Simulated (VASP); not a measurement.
An input for Quantum ESPRESSO's pw.x (written as the equivalent of a VASP run, and not itself run):

```
&CONTROL
  calculation = 'scf'
  pseudo_dir = './pseudo'
  outdir = './out'
  tprnfor = .true.
  tstress = .true.
/
&SYSTEM
  ibrav = 0
  nat = 2
  ntyp = 2
  ecutwfc = 84
  occupations = 'tetrahedra'
  input_dft = 'vdw-df2-b86r'
/
&ELECTRONS
  conv_thr = 7.3e-09
  electron_maxstep = 100
/
ATOMIC_SPECIES
  Mg 24.305 Mg.upf
  O 15.999 O.upf
CELL_PARAMETERS angstrom
    -0.0000000    2.1109050    2.1109050
     2.1109050   -0.0000000    2.1109050
     2.1109050    2.1109050   -0.0000000
ATOMIC_POSITIONS crystal
  Mg   0.0000000  0.0000000  0.0000000
  O    0.5000000  0.5000000  0.5000000
K_POINTS automatic
  12 12 12 0 0 0
```

Write the VASP files for the same calculation (rev-vdW-DF2).

One answer among several that fit: 
INCAR:
```
SYSTEM = MgO
PREC = Accurate; ENCUT = 520; LREAL = .False.
LASPH = .True.
EDIFF = 1E-7; NELM = 100; ALGO = Normal
ISMEAR = -5
GGA = MK; LUSE_VDW = .True.; AGGAC = 0.0
PARAM1 = 0.1234568; PARAM2 = 0.7114; ZAB_VDW = -1.8867
ISIF = 2
LWAVE = .False.; LCHARG = .True.; LORBIT = 11
NEDOS = 601
```

### KPOINTS
```
Automatic mesh
0
Gamma
12 12 12
0 0 0
```

### POSCAR
```
MgO
4.221810
  0.0000000000   0.5000000059   0.5000000059
  0.5000000059   0.0000000000   0.5000000059
  0.5000000059   0.5000000059   0.0000000000
Mg O
1 1
Cartesian
  0.0000000000   0.0000000000   0.0000000000
  0.5000000059   0.5000000059   0.5000000059
```

POTCAR, in this order: Mg O (PBE.64 set). Program: vasp_std.

Limits of the translation: the potentials are each code's own (VASP's PAW set, PseudoDojo norm-conserving files in pw.x), so ENCUT and ecutwfc are chosen apart and not converted; conv_thr bounds pw.x's estimated SCF error, while EDIFF bounds the energy change between steps.

The compound is MgO in the rock salt structure. It was relaxed first.
